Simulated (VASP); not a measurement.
```
HfC
1.0
    0.00000     2.31037     2.31037
    2.31037     0.00000     2.31037
    2.31037     2.31037     0.00000
Hf C
1 1
Direct
  0.00000   0.00000   0.00000
  0.50000   0.50000   0.50000
```

All values below come from PBE GGA with D3 dispersion (zero damping), VASP's PBE PAW potentials (set 64) (plane waves; VASP). Numerical set-up: 520 eV cut-off, 14×14×14 Γ-centred mesh, first-order Methfessel-Paxton smearing of 0.10 eV, potentials Hf_pv C.

**Question.** The job: HfC (rock salt), 2 atoms, PBE-D3 (zero damping), static run, 520 eV, 14×14×14 Γ-centred mesh. Roughly how much core time does it take on a busy server core?

**Answer.** About 10 core-seconds (one run on a shared machine, a rough figure). It had 104 irreducible k-points, 11 bands, up to 676 plane waves and 14 electronic steps.

The compound is HfC in the rock salt structure. It was relaxed first.
